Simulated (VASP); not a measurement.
VASP input:

KPOINTS:
```
Automatic mesh
0
G
 9 9 9
0 0 0
```

### POSCAR
```
Rb
4.9781120
 -0.5773502804   0.5773502804   0.5773502804
  0.5773502804  -0.5773502804   0.5773502804
  0.5773502804   0.5773502804  -0.5773502804
Rb
1
Direct
  0.0000000000   0.0000000000   0.0000000000
```

**INCAR**
```
# general
SYSTEM    =  Rb
PREC      =  Accurate
ENCUT     =  520   # plane-wave cut-off (eV)
LREAL     =  .FALSE.   # projection in real space or not
LASPH     =  .TRUE.   # aspherical one-centre terms

# electronic loop
EDIFF     =  1E-7   # SCF stop (eV)
NELM      =  100   # most electronic steps
ALGO      =  Normal
LMAXMIX   =  4

# smearing
ISMEAR    =  1   # Methfessel-Paxton
SIGMA     =  0.1

# functional
GGA       =  CX
LUSE_VDW  =  .TRUE.
AGGAC     =  0.0

# ions
ISIF      =  2   # forces and stress, cell fixed

# output
LWAVE     =  .FALSE.
LCHARG    =  .FALSE.
```

POTCAR, in this order: Rb_sv (PBE.64 set). Program: vasp_std.

### Question
Write an equivalent input for Quantum ESPRESSO's pw.x.

### Answer
One equivalent input (not run):
```
&CONTROL
  calculation = 'scf'
  pseudo_dir = './pseudo'
  outdir = './out'
  tprnfor = .true.
  tstress = .true.
/
&SYSTEM
  ibrav = 0
  nat = 1
  ntyp = 1
  ecutwfc = 46.3
  occupations = 'smearing'
  smearing = 'methfessel-paxton'
  degauss = 0.00735
  input_dft = 'vdw-df-cx'
/
&ELECTRONS
  conv_thr = 7.3e-09
  electron_maxstep = 100
/
ATOMIC_SPECIES
  Rb 85.468 Rb.upf
CELL_PARAMETERS angstrom
    -2.8741144    2.8741144    2.8741144
     2.8741144   -2.8741144    2.8741144
     2.8741144    2.8741144   -2.8741144
ATOMIC_POSITIONS crystal
  Rb   0.0000000  0.0000000  0.0000000
K_POINTS automatic
  9 9 9 0 0 0
```
What does not carry over: the potentials are each code's own (VASP's PAW set, PseudoDojo norm-conserving files in pw.x), so ENCUT and ecutwfc are chosen apart and not converted; conv_thr bounds pw.x's estimated SCF error, while EDIFF bounds the energy change between steps.

The compound is Rb in the bcc structure. This cell is one point of a volume scan, at 1.06 of the reference volume.
